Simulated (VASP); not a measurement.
All values below come from vdW-DF2, VASP's PBE PAW potentials (set 64) (plane waves; VASP).

Input for VASP

POSCAR:
```
MgH2
1
    4.5252041093    -0.0000000000     0.0000000000
   -0.0000000000     4.5252041093     0.0000000000
    0.0000000000     0.0000000000     3.0012759626
Mg H
2 4
Direct
  0.0000000000   0.0000000000   0.0000000000
  0.5000000000   0.5000000000   0.5000000000
  0.3040265761   0.3040265761   0.0000000000
  0.8040265761   0.1959734239   0.5000000000
  0.1959734239   0.8040265761   0.5000000000
  0.6959734239   0.6959734239   0.0000000000
```

**KPOINTS**
```
k-points along high-symmetry lines
10
Line-mode
Reciprocal
  0.000000   0.000000   0.000000 ! GAMMA
  0.000000   0.500000   0.000000 ! X

  0.000000   0.500000   0.000000 ! X
  0.500000   0.500000   0.000000 ! M

  0.500000   0.500000   0.000000 ! M
  0.000000   0.000000   0.000000 ! GAMMA

  0.000000   0.000000   0.000000 ! GAMMA
  0.000000   0.000000   0.500000 ! Z

  0.000000   0.000000   0.500000 ! Z
  0.000000   0.500000   0.500000 ! R

  0.000000   0.500000   0.500000 ! R
  0.500000   0.500000   0.500000 ! A

  0.500000   0.500000   0.500000 ! A
  0.000000   0.000000   0.500000 ! Z

  0.000000   0.500000   0.000000 ! X
  0.000000   0.500000   0.500000 ! R

  0.500000   0.500000   0.000000 ! M
  0.500000   0.500000   0.500000 ! A
```

INCAR:
```
# general
SYSTEM   = MgH2
PREC     = Accurate
ENCUT    = 520
LREAL    = .FALSE.
LASPH    = .TRUE.
ICHARG   = 11

# electronic loop
EDIFF    = 1E-7
NELM     = 100
ALGO     = Normal

# smearing
ISMEAR   = 0
SIGMA    = 0.05

# functional
GGA      = ML
LUSE_VDW = .TRUE.
AGGAC    = 0.0
ZAB_VDW  = -1.8867

# output
LWAVE    = .FALSE.
LCHARG   = .FALSE.
LORBIT   = 11
```

POTCAR, in this order: Mg H (PBE.64 set). Program: vasp_std. Read from the step before: CHGCAR.

What will the output report for the number of irreducible k-points (NKPTS), largest plane-wave count, number of space-group operations, FFT grid (NGX, NGY, NGZ)?

```yaml
number of irreducible k-points (NKPTS): 90
largest_plane_wave_count: 1679
number_of_space_group_operations: 16
FFT grid (NGX, NGY, NGZ): 36 × 36 × 24
```

The compound is MgH2 in the rutile structure. It was relaxed first.
